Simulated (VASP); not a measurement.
CdTe:

```
Cd Te
1.0
     0.00000    3.20500    3.20500
     3.20500    0.00000    3.20500
     3.20500    3.20500    0.00000
Cd Te
1 1
Cartesian
  0.0000 0.0000 0.0000
  1.6025 1.6025 1.6025
```

- Program: VASP 6.6.1
- Task: relaxation of cell and atoms
- Functional: PBE
- Potentials or basis: VASP PAW PBE potentials, release 64 (Cd, Te)
- Cutoff: 520 eV
- k mesh: 8 × 8 × 8
- Occupations: gaussian, width 0.02 eV
- Spin: no spin polarisation

At the start: pressure 4.4 GPa; volume 32.92 Å³/atom.

Where does the relaxation end?

Over 3 steps the energy falls by 42.6 meV/atom and the volume is 36.31 Å³/atom (+10.3 %); space group F-43m (No. 216, to 0.05 Å).

The path:
```tsv
step	energy change (eV)	largest force (eV/Å)	pressure (GPa)	volume (Å³)
1	0.0000	0.0000	4.39	65.84
2	-0.0784	0.0000	-0.97	74.83
3	-0.0852	0.0000	0.00	72.62
```

Final structure:
```cif
data_structure
_symmetry_space_group_name_H-M 'P 1'
_symmetry_Int_Tables_number 1
_cell_length_a 4.6831
_cell_length_b 4.6831
_cell_length_c 4.6831
_cell_angle_alpha 60.000
_cell_angle_beta 60.000
_cell_angle_gamma 60.000
_cell_volume 72.62
loop_
_atom_site_label
_atom_site_type_symbol
_atom_site_fract_x
_atom_site_fract_y
_atom_site_fract_z
_atom_site_occupancy
Cd1 Cd 0.00000 0.00000 0.00000 1
Te1 Te 0.25000 0.25000 0.25000 1
```

Caveat: the volume moved by +10 % from the deposited cell, more than functionals usually miss.
